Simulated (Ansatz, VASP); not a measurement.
## Cross-check of WS2 (Tungstenite) between VASP and Ansatz

Aim: how closely do two programs agree when they are given the same cell, functional and k mesh? The cell is taken from a series of runs on this material, whose earlier steps may have relaxed, scaled, displaced or heated it; both programs get it as it stands.

Method: plane waves, with VASP 6.6.1 beside it; single point at HSE06 with D3(BJ), in Ansatz 0.2.0.

## (1) Starting point

The structure is hexagonal, space group P6_3/mmc (No. 194). Conventional cell: a = 3.180 Å, b = 3.180 Å, c = 12.000 Å, α = 90.00°, β = 90.00°, γ = 120.00°. Nearest to W lie 6 S at 2.41 Å. Nearest to S lie 3 W at 2.41 Å. Farther neighbours and most contacts between anions are not listed.

Coordinates:

```xyz
6
Lattice="3.1800 0.0000 0.0000 -1.5900 2.7540 0.0000 0.0000 0.0000 12.0000" Properties=species:S:1:pos:R:3 pbc="T T T"
W     0.0000    1.8360    3.2500
W     1.5900    0.9180    9.2500
S     0.0000    1.8360    7.6875
S     1.5900    0.9180    1.6875
S     0.0000    1.8360   10.8125
S     1.5900    0.9180    4.8125
```

## (2) VASP: single point, HSE06 with D3(BJ)

With cell and atoms fixed, the geometry can't cause a difference; cores, projectors, grids and the points listed under the comparison can.

Lines of VASP's logs that name or quote its potential files are left out, and so is its time.

The run reads the wave functions of an earlier VASP run, which isn't shown here.

File INCAR:

```
SYSTEM = WS2
PREC = Accurate
ENCUT = 400
EDIFF = 1E-06
NELM = 100
ISMEAR = 0
SIGMA = 0.01
LREAL = .FALSE.
ALGO = Normal
LHFCALC = .TRUE.
AEXX = 0.25
GGA = PE
HFSCREEN = 0.208
IVDW = 12
VDW_S6 = 1
VDW_S8 = 2.31
VDW_A1 = 0.383
VDW_A2 = 5.685
LASPH = .TRUE.
NBANDS = 24
PRECFOCK = Fast
LORBIT = 11
LWAVE = .FALSE.
LCHARG = .FALSE.
KPAR = 4
NCORE = 2
ISIF = 2
```

File POSCAR:

```
WS2
1.0
    3.1800000000      0.0000000000      0.0000000000
   -1.5900000000      2.7539607840      0.0000000000
    0.0000000000      0.0000000000     12.0000000000
W S
2 4
Direct
    0.3333333333      0.6666666667      0.2708333333
    0.6666666667      0.3333333333      0.7708333333
    0.3333333333      0.6666666667      0.6406250000
    0.6666666667      0.3333333333      0.1406250000
    0.3333333333      0.6666666667      0.9010416667
    0.6666666667      0.3333333333      0.4010416667
```

File KPOINTS:

```
Automatic mesh
0
Gamma
4 4 2
0 0 0
```

The projector-augmented-wave data sets are W and S (PBE family, release 64).

On the command line:

```sh
> mpirun -np 8 vasp_std
```

Numbers of over 12 decimals in the logs are rounded to 6 here.

Log:

```text
[banner, memory and clock lines left out]
running    8 mpi-ranks, on    1 nodes
 distrk:  each k-point on    2 cores,    4 groups
 distr:  one band on    2 cores,    1 groups

 POSCAR found type information on POSCAR W S
 POSCAR found :  2 types and       6 ions
 LDA part: xc-table for (Slater+PW92), standard interpolation
 found WAVECAR, reading the header
 POSCAR, INCAR and KPOINTS ok, starting setup
 FFT: planning ... GRIDC
 FFT: planning ... GRID_SOFT
 FFT: planning ... GRID
 reading WAVECAR
 the WAVECAR file was read successfully
 initial charge from wavefunction
 entering main loop
       N       E                     dE             d eps       ncg     rms          rms(c)
DAV:   1    -0.564258256195E+02   -0.56426E+02   -0.18449E+00   392   0.144E+01    0.123E+01
DAV:   2    -0.564216192323E+02    0.42064E-02   -0.60018E-02   448   0.135E+00    0.723E+00
DAV:   3    -0.564199566818E+02    0.16626E-02   -0.14589E-02   480   0.649E-01    0.421E+00
DAV:   4    -0.564187064135E+02    0.12503E-02   -0.17484E-03   464   0.261E-01    0.253E+00
DAV:   5    -0.564185217420E+02    0.18467E-03   -0.13164E-03   504   0.176E-01    0.150E+00
DAV:   6    -0.564184916726E+02    0.30069E-04   -0.17256E-04   472   0.894E-02    0.845E-01
DAV:   7    -0.564184825906E+02    0.90820E-05   -0.51563E-05   536   0.418E-02    0.490E-01
DAV:   8    -0.564184828596E+02   -0.26900E-06   -0.81226E-06   488   0.163E-02
   1 F= -.59586984E+02 E0= -.59586984E+02  d E =-.684494E-15
```

From OUTCAR (step 2):

```text
ion  position               nearest neighbor table
   1  0.333  0.667  0.271-   4 2.41   4 2.41   4 2.41   6 2.41   6 2.41   6 2.41
   2  0.667  0.333  0.771-   3 2.41   3 2.41   3 2.41   5 2.41   5 2.41   5 2.41
   3  0.333  0.667  0.641-   2 2.41   2 2.41   2 2.41
   4  0.667  0.333  0.141-   1 2.41   1 2.41   1 2.41
   5  0.333  0.667  0.901-   2 2.41   2 2.41   2 2.41
   6  0.667  0.333  0.401-   1 2.41   1 2.41   1 2.41

  LATTYP: Found a hexagonal cell.
 ALAT       =     3.1800000000
 C/A-ratio  =     3.7735849057

 Subroutine GETGRP returns: Found 24 space group operations
 (whereof  6 operations were pure point group operations)

The static configuration has the point symmetry C_3v.
 The point group associated with its full space group is D_6h.

 Found      8 irreducible k-points:

   k-points           NKPTS =      8   k-points in BZ     NKDIM =     32   number of bands    NBANDS=     24

   dimension x,y,z NGX =    24 NGY =   24 NGZ =   80
   dimension x,y,z NGXF=    48 NGYF=   48 NGZF=  160

   ENCUT  =  400.0 eV  29.40 Ry    5.42 a.u.   5.19  5.19 19.57*2*pi/ulx,y,z

   NELECT =      36.0000    total number of electrons

 k-points in reciprocal lattice and weights: Automatic mesh
   0.00000000  0.00000000  0.00000000       0.031
   0.25000000  0.00000000  0.00000000       0.188
   0.50000000  0.00000000  0.00000000       0.094
   0.25000000  0.25000000  0.00000000       0.188
   0.00000000  0.00000000  0.50000000       0.031
   0.25000000  0.00000000  0.50000000       0.188
   0.50000000  0.00000000  0.50000000       0.094
   0.25000000  0.25000000  0.50000000       0.188

  exchange ACFDT corr.  =         0.00000000  see jH, gK, PRB 81, 115126

 average (electrostatic) potential at core
       1 -35.6917       2 -35.6917       3 -82.0987       4 -82.0988       5 -82.0987
       6 -82.0988

 E-fermi :   6.3526

 k-point     1 :       0.0000    0.0000    0.0000
  band No.  band energies     occupation
    ...
     14       3.6807      2.00000
     15       3.6807      2.00000
     16       4.7273      2.00000
     17       4.9399      2.00000
     18       6.3014      2.00000
     19       9.0961      0.00000
     20       9.0962      0.00000
     21       9.1069      0.00000
     22       9.1070      0.00000
     23       9.1224      0.00000
    ...

 k-point     2 :       0.2500    0.0000    0.0000
  band No.  band energies     occupation
    ...
     14       3.1835      2.00000
     15       3.2071      2.00000
     16       4.0974      2.00000
     17       4.3866      2.00000
     18       4.5645      2.00000
     19       8.1340      0.00000
     20       8.5219      0.00000
     21       8.8531      0.00000
     22       9.1784      0.00000
     23       9.2481      0.00000
    ...

 k-point     3 :       0.5000    0.0000    0.0000
  band No.  band energies     occupation
    ...
     14       3.1093      2.00000
     15       3.8057      2.00000
     16       4.1039      2.00000
     17       4.1875      2.00000
     18       4.4821      2.00000
     19       8.9929      0.00000
     20       9.0619      0.00000
     21       9.3467      0.00000
     22       9.6555      0.00000
     23      10.0903      0.00000
    ...

 Edisp (eV)   -3.16850

  Total      -6.46094    -6.46094    -4.58502     0.00000     0.00000     0.00000
  in kB     -98.50092   -98.50092   -69.90130     0.00000     0.00000     0.00000
  external pressure =      -88.97 kB  Pullay stress =        0.00 kB

  energy-cutoff  :      400.00
  volume of cell :      105.09
      direct lattice vectors                 reciprocal lattice vectors
     3.180000000  0.000000000  0.000000000     0.314465409  0.181556688  0.000000000
    -1.590000000  2.753960784  0.000000000     0.000000000  0.363113377  0.000000000
     0.000000000  0.000000000 12.000000000     0.000000000  0.000000000  0.083333333

 POSITION                                       TOTAL-FORCE (eV/Angst)
 -----------------------------------------------------------------------------------
     -0.00000      1.83597      3.25000        -0.000000     -0.000000     -0.000000
      1.59000      0.91799      9.25000         0.000000     -0.000000     -0.000000
     -0.00000      1.83597      7.68750         0.000000     -0.000000      0.687004
      1.59000      0.91799      1.68750         0.000000      0.000000      0.687004
     -0.00000      1.83597     10.81250        -0.000000     -0.000000     -0.687004
      1.59000      0.91799      4.81250        -0.000000     -0.000000     -0.687004
 -----------------------------------------------------------------------------------
    total drift:                               -0.000005      0.000006      0.000008

  FREE ENERGIE OF THE ION-ELECTRON SYSTEM (eV)
  ---------------------------------------------------
  free  energy   TOTEN  =       -59.5869835569 eV

  energy  without entropy=      -59.5869835569  energy(sigma->0) =      -59.58698356

 total charge
# of ion       s       p       d       tot
------------------------------------------
    1        0.651   0.723   4.453   5.828
    2        0.651   0.723   4.453   5.828
    3        1.356   2.363   0.000   3.719
    4        1.356   2.363   0.000   3.719
    5        1.356   2.363   0.000   3.719
    6        1.356   2.363   0.000   3.719
--------------------------------------------------
tot          6.728  10.899   8.906  26.532

[... 3 further parts left out ...]
```

This run has no spin polarisation, so a moment on W, if there is one, isn't seen. The k-mesh is coarse for exact exchange; levels may shift by about 0.1 eV on a finer one. The PAW data sets were made with PBE, which is usual practice but a small mismatch for other functionals.

## (3) Ansatz: single point, HSE06 with D3(BJ)

Ansatz runs on PAW files that the input asks for by source.

The same cell, functional and mesh now go to Ansatz, which takes its cutoff from its data sets.

File input.yaml:

```yaml
crystal:
  lattice:
    - [3.18, 0.0, 0.0]
    - [-1.59, 2.753960784, 0.0]
    - [0.0, 0.0, 12.0]
  atoms:
    - { symbol: W, position: [0.3333333333, 0.6666666667, 0.2708333333] }
    - { symbol: W, position: [0.6666666667, 0.3333333333, 0.7708333333] }
    - { symbol: S, position: [0.3333333333, 0.6666666667, 0.640625] }
    - { symbol: S, position: [0.6666666667, 0.3333333333, 0.140625] }
    - { symbol: S, position: [0.3333333333, 0.6666666667, 0.9010416667] }
    - { symbol: S, position: [0.6666666667, 0.3333333333, 0.4010416667] }
kpoints:
  mp_grid: { grid: [4, 4, 2] }
hamiltonian:
  xc: hse06
  pseudopotentials: { kind: paw, source: ansatz }
  dispersion: d3bj
scf:
  occupations: { method: fixed }
  n_extra_bands: 6
  convergence: { dr2_threshold: 1.0e-09 }
output:
  eigenvalues: true
```

On the command line:

```sh
> ansatz run input.yaml --threads 16 --pin off --max-ram 73728MiB --backend cpu --events-out ev --progress --plain --runs-dir out
```

Log:

```text
scf.n_extra_bands = 6 over 40 filled bands (N_el = 80.0): the run solves 46 bands
Engine: ansatz 0.2.0, aarch64-unknown-linux-gnu
Pseudopotentials: kind: paw
Pseudopotential: W, paw, valence charge 28, recommended cutoff 760 eV (normal), W.paw.azcp
Pseudopotential: S, paw, valence charge 6, recommended cutoff 510 eV (normal), S.paw.azcp
Functional definition: HSE06
  parameter a = 0.25
  parameter omega = 0.11/bohr
  exchange = pbe_x - a*pbe_x_sr(omega) + a*exact_x_sr(omega)
  correlation = pbe_c
davidson cushion auto → on  (no smearing: the cushion is to keep the highest requested band from converging to the state above it; pin scf.eigensolver.cushion to override)
Crystal: 6 atoms, lattice volume = 105.091 Å³
Basis set: ecut = 760 eV, 4967 PW (Γ)
Bands: 46, of which v1, the nominal top of the filled ones, is band 40 counted from 1 (39 counted from 0)
Symmetry: 24 space group operations
Space group: P63/mmc (ITA 194), of the structure as read, at distance tolerance 4.7e-5 Å
k-points: 8 of 32
Non-local potential: W, projectors of the file, l = 0: 3, l = 1: 3, l = 2: 2, l = 3: 3
Non-local potential: S, projectors of the file, l = 0: 2, l = 1: 2, l = 2: 2
PAW form: soft (Blöchl's): semilocal exchange-correlation on the pseudo side does not see the compensation charge
PAW frozen core: W, regenerated for the run's functional, and the local potential with it (the file was generated under x = pbe(κ = 0.804, μ = 0.219515), c = pbe(β = 0.066725))
PAW frozen core: S, regenerated for the run's functional, and the local potential with it (the file was generated under x = pbe(κ = 0.804, μ = 0.219515), c = pbe(β = 0.066725))
PAW one-centre angular grid: W, 590 points (default); XC on 96 Gauss nodes
PAW one-centre angular grid: S, 110 points (default); XC on 64 Gauss nodes
Initial density: superposition of atomic densities (chi_scale 0.1, normalization cell, long waves kept (reshape's long-wave potential 0.03 eV rms))
Initial wavefunctions: pseudopotential atomic-orbital guess
Functional: x = pbe(κ = 0.804, μ = 0.219515), c = pbe(β = 0.066725), warm-up for x = pbe(κ = 0.804, μ = 0.219515) + 0.25 (exact − pbe) at short range (hse, ω = 0.207870 Å⁻¹), c = pbe(β = 0.066725); HSE06 as pw.x's `hse` composes it (authors' and Libxc's form: `xc: wpbeh`)
SCF iter   1: F=—  HF=-39378.897859 eV  |F-HF|=—  |Δ(HF+E_count)|=         —  Δρ=3.97e-2  dr2=2.83e0  ethr=1.00e-1  ⟨swp⟩=4.4  Hψ=1045  notcnv=0
preconditioner: auto → none  [insulator: Δε(μ)=1.170 eV  Ē_g=18.362 eV  n_scr=38 (ndim 8)  ℏωp=29.0 eV  f_vac=0.015]
SCF iter   2: F=—  HF=-39379.055701 eV  |F-HF|=—  |Δ(HF+E_count)|=   1.58e-1  Δρ=3.27e-2  dr2=3.15e0  ethr=3.54e-3  ⟨swp⟩=4.9  Hψ=1075  notcnv=0
SCF iter   3: F=—  HF=-39378.745614 eV  |F-HF|=—  |Δ(HF+E_count)|=   3.10e-1  Δρ=2.10e-2  dr2=1.22e0  ethr=3.54e-3  ⟨swp⟩=3.8  Hψ=940  notcnv=0
SCF iter   4: F=—  HF=-39378.575006 eV  |F-HF|=—  |Δ(HF+E_count)|=   1.71e-1  Δρ=8.59e-3  dr2=1.61e-1  ethr=1.53e-3  ⟨swp⟩=2.5  Hψ=822  notcnv=0
iter 5 solved again at ethr=6.99e-6 eV; its pass at ethr=2.01e-4 eV (dr2=5.59e-3 eV) is discarded
SCF iter   5: F=—  HF=-39378.553290 eV  |F-HF|=—  |Δ(HF+E_count)|=   2.17e-2  Δρ=2.00e-3  dr2=5.18e-3  ethr=6.99e-6  ⟨swp⟩=4.2  Hψ=1828  notcnv=0
SCF iter   6: F=-39378.552718 eV  HF=-39378.552755 eV  |F-HF|=3.70e-5  |Δ(HF+E_count)|=   5.35e-4  Δρ=3.63e-4  dr2=9.68e-5  ethr=6.47e-6  ⟨swp⟩=3.0  Hψ=862  notcnv=0
SCF 1 stopped early in 6 iterations: F = -39378.552718 eV  dr2 = 9.68e-5
  greatest PAW one-centre occupation: 0.998 electrons in one spin orbital (limit 2), on the W atom at site 1 (counted from 0), in its partial waves of l = 3
Initial density: handed on by an earlier stage of this run
Initial wavefunctions: those handed on with the density
Functional: x = pbe(κ = 0.804, μ = 0.219515) + 0.25 (exact − pbe) at short range (hse, ω = 0.207870 Å⁻¹), c = pbe(β = 0.066725); HSE06 as pw.x's `hse` composes it (authors' and Libxc's form: `xc: wpbeh`)
Exchange kernel: α = 0.2500, screened, ω = 0.2079 Å⁻¹, Wigner–Seitz truncation, v(0) = 1002.6049 eV·Å³, q-mesh 4×4×2, nearest image of the exchange supercell L = 12.72 Å, pair-density grid 20×20×72, without the augmentation charges, whose exchange is taken in its separable form by FFT convolution over the k-point mesh (sized by the pseudopotential files, 25×25×108 at the most), smooth part of the exact exchange by density-matrix convolution
Frozen-core exchange: fock
SCF iter   1: F=—  HF=-39381.860272 eV  |F-HF|=—  |Δ(HF+E_count)|=         —  Δρ=9.47e-3  dr2=6.86e-2  ethr=1.21e-6  ⟨swp⟩=7.1  Hψ=1989  notcnv=0
preconditioner: auto → none  [insulator: Δε(μ)=1.754 eV  Ē_g=9.888 eV  n_scr=38 (ndim 8)  ℏωp=21.7 eV  f_vac=0.034]
SCF iter   2: F=—  HF=-39381.807156 eV  |F-HF|=—  |Δ(HF+E_count)|=   5.31e-2  Δρ=2.24e-3  dr2=1.74e-2  ethr=1.21e-6  ⟨swp⟩=4.1  Hψ=1491  notcnv=0
SCF iter   3: F=—  HF=-39381.803901 eV  |F-HF|=—  |Δ(HF+E_count)|=   3.26e-3  Δρ=5.03e-4  dr2=1.90e-3  ethr=1.21e-6  ⟨swp⟩=4.6  Hψ=1230  notcnv=0
[...]
SCF iter   5: F=—  HF=-39381.825626 eV  |F-HF|=—  |Δ(HF+E_count)|=   6.37e-4  Δρ=1.27e-4  dr2=1.13e-4  ethr=1.57e-7  ⟨swp⟩=4.0  Hψ=1271  notcnv=0
SCF iter   6: F=—  HF=-39381.826227 eV  |F-HF|=—  |Δ(HF+E_count)|=   6.01e-4  Δρ=2.36e-4  dr2=7.21e-5  ethr=3.33e-8  ⟨swp⟩=4.8  Hψ=1316  notcnv=0
SCF iter   7: F=-39381.826207 eV  HF=-39381.826208 eV  |F-HF|=3.00e-7  |Δ(HF+E_count)|=   1.89e-5  Δρ=1.68e-5  dr2=3.88e-6  ethr=3.33e-8  ⟨swp⟩=3.0  Hψ=982  notcnv=0
SCF 2 stopped early in 7 iterations: F = -39381.826207 eV  dr2 = 3.88e-6
hybrid outer 1: dexx = +2.595e-2 eV, tail = 3.09e-4 eV
Exchange kernel: α = 0.2500, screened, ω = 0.2079 Å⁻¹, Wigner–Seitz truncation, v(0) = 1002.6049 eV·Å³, q-mesh 4×4×2, nearest image of the exchange supercell L = 12.72 Å, pair-density grid 20×20×72, without the augmentation charges, whose exchange is taken in its separable form by FFT convolution over the k-point mesh (sized by the pseudopotential files, 25×25×108 at the most), smooth part of the exact exchange by density-matrix convolution
Frozen-core exchange: fock
SCF iter   1: F=—  HF=-39381.825873 eV  |F-HF|=—  |Δ(HF+E_count)|=         —  Δρ=8.07e-5  dr2=2.39e-5  ethr=1.93e-6  ⟨swp⟩=2.0  Hψ=816  notcnv=0
preconditioner: auto → none  [insulator: Δε(μ)=1.788 eV  Ē_g=9.848 eV  n_scr=38 (ndim 8)  ℏωp=21.7 eV  f_vac=0.036]
iter 2 solved again at ethr=1.72e-9 eV; its pass at ethr=2.19e-8 eV (dr2=1.38e-6 eV) is discarded
SCF iter   2: F=—  HF=-39381.825872 eV  |F-HF|=—  |Δ(HF+E_count)|=   8.37e-7  Δρ=3.15e-5  dr2=1.61e-6  ethr=1.72e-9  ⟨swp⟩=3.0  Hψ=1910  notcnv=0
SCF iter   3: F=—  HF=-39381.825873 eV  |F-HF|=—  |Δ(HF+E_count)|=   7.73e-7  Δρ=1.18e-5  dr2=2.73e-7  ethr=1.72e-9  ⟨swp⟩=4.0  Hψ=1022  notcnv=0
SCF iter   4: F=—  HF=-39381.825873 eV  |F-HF|=—  |Δ(HF+E_count)|=   7.39e-8  Δρ=1.66e-6  dr2=1.50e-8  ethr=2.55e-10  ⟨swp⟩=3.2  Hψ=1018  notcnv=0
SCF iter   5: F=—  HF=-39381.825873 eV  |F-HF|=—  |Δ(HF+E_count)|=   7.97e-8  Δρ=4.12e-6  dr2=5.13e-8  ethr=2.64e-12 (applied; sched 2.39e-12)  ⟨swp⟩=6.0  Hψ=1434  notcnv=0
SCF iter   6: F=-39381.825873 eV  HF=-39381.825873 eV  |F-HF|=6.91e-10  |Δ(HF+E_count)|=   1.01e-8  Δρ=6.32e-7  dr2=7.18e-10  ethr=2.39e-12  ⟨swp⟩=5.0  Hψ=1238  notcnv=0
SCF 3 converged in 6 iterations: F = -39381.825873 eV  dr2 = 7.18e-10
hybrid outer 2: dexx = +1.385e-6 eV, tail = 2.24e-8 eV, Δε = 3.64e-3 eV (about 8.60e-5 eV left of the loop's levels)
hybrid SCF converged: 2 outer / 13 inner (+6 warm-up), last move |dexx| = 1.39e-6 eV, tail = 2.24e-8 eV
Stability not checked: this state was not tested for a lower state beside it, because the functional holds exact exchange (a hybrid, or Hartree-Fock), whose exchange loop this test does not read (fock_operator; see scf.lower_state_search)
Free energy (F): -39381.825873 eV
Frozen-core exchange: fock
Harris-Foulkes:  -39381.825873 eV  (|F-HF|=6.91e-10)
Internal energy: -39381.825873 eV  (E = F + TS)
E sigma→0 (E₀):  -39381.825873 eV
Fermi energy:    13.362625 eV
--- Per-component energies (eV) ---
  E_band       = -923.704170
  E_kinetic    = 1958.080609
  E_local      = -27323.893773  (includes V_loc(G=0)·N_el)
  E_nonlocal   = 3546.996032
  E_hartree    = 9980.649311
  E_xc         = -690.503708
  E_vxc        = -771.446895  (∫ρ·V_xc dr)
  E_exx        = -310.995706  (= α·E_x^exact, valence–valence)
  E_paw        = -17360.568424  (= ΣΔE_a)
  E_vpaw       = 2327.251668  (= ΣTr[D̂ρ^β])
  E_aug_tail   = -0.000078  (compensation charges beyond the density's cutoff)
  E_ewald      = -9178.149081
  E_disp       = -3.169154  (pairwise vdW)
  E_core_change = -0.271901  (= ΣΔE_core)
  E_smearing   = -0.000000  (= −TS)
  E_closure    = -0.000000  (closes the sum)
  Σ components = -39381.825873   (vs F -39381.825873, Δ=-7.28e-12)
--- Band table (eV; the first three rows and the last of 8) ---
  k-point 0: bands = [... 36 lower, 10.6755, 11.7105, 11.9798, 13.3626, 16.1057, 16.1057, 16.1169, 16.1169, ... 2 higher]
  k-point 1: bands = [... 36 lower, 10.6307, 10.6307, 13.0258, 13.0258, 16.0939, 16.0939, 16.0939, 16.0939, ... 2 higher]
  k-point 2: bands = [... 36 lower, 10.2065, 11.1054, 11.4172, 11.5955, 15.1507, 15.5484, 15.8764, 16.2111, ... 2 higher]
  k-point 7: bands = [... 36 lower, 10.1671, 10.1671, 11.8328, 11.8328, 15.4747, 15.4747, 16.4048, 16.4048, ... 2 higher]
```

## (4) Side by side

Known differences besides the potentials themselves: exact exchange at q = 0 is treated differently, which shows on coarse meshes; VASP keeps PBE cores, Ansatz makes them for the functional; fixed occupations in Ansatz, narrow Gaussian smearing in VASP; the data sets hold 80 valence electrons in Ansatz (on PAW files that the input asks for by source) and 36 in VASP; the cutoff is 760 eV in Ansatz and 400 eV in VASP; VASP takes a coarser grid for exact exchange (PRECFOCK = Fast). Total energies have different zeros and are not compared.

Both answers:

| quantity | Ansatz | VASP | difference |
| --- | --- | --- | --- |
| gap on the k mesh (eV) | 1.788 | 1.833 | -0.045 |

A gap on the mesh is an upper bound, since the band edges may lie between its points; neither run holds spin-orbit coupling, which can move the band edges of a compound of W.

## (5) Results

| Quantity | Value |
| --- | --- |
| difference in gap on the k mesh (single point, HSE06 with D3(BJ)) | -0.045 eV |

In words: The difference in gap on the k mesh is -0.045 eV (single point, HSE06 with D3(BJ)), within the 0.08 eV picked in this series as the mark of a large difference. The data sets hold unlike numbers of valence electrons (80 in Ansatz and 36 in VASP), so part of the differences comes from the potentials. Such differences can come from data sets, numerical settings and the points named under the comparisons, not from the functional's error against experiment.

[Lines on the potential files, build, host, timing and source positions are cut from VASP's logs without a mark.]

[Logs are printed without paths, hosts, clocks, repeated set-up lines and the standing remarks that a program may print on its own settings, such as how far it seeks lower states.]

[Hosts, paths, dates, database ids (printed as entryN), source tags and the programs' standing remarks are cut or masked in the printed files.]
